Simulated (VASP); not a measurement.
Data:

```xyz
1
Lattice="-1.5782 1.5782 1.5782 1.5782 -1.5782 1.5782 1.5782 1.5782 -1.5782" Properties=species:S:1:pos:R:3 pbc="T T T"
Ti     0.0000     0.0000     0.0000
```

Level of theory: LDA (Ceperley-Alder, Perdew-Zunger), VASP's LDA PAW potentials (set 64) (plane waves; VASP). Numerical set-up: 400 eV cut-off, 18×18×18 Γ-centred mesh, tetrahedra with Blöchl corrections, potentials Ti_sv.

**Question.** Estimate the energy per atom (σ→0), band gap (on the k-mesh) with the smallest direct gap where there is one.

**Answer.** 
```
Property                                                    Result
------------------------  ----------------------------------------
band gap (on the k-mesh)  none (metal, semimetal or under 0.01 eV)
energy per atom (σ→0)                               -8.453 eV/atom
```

Only differences to runs with the same potentials and settings are physical.

The structure comes from a computed database's Ti entry (Im-3m); how it stands against other phases isn't given here. It was relaxed first, which changed the volume by -9 %.
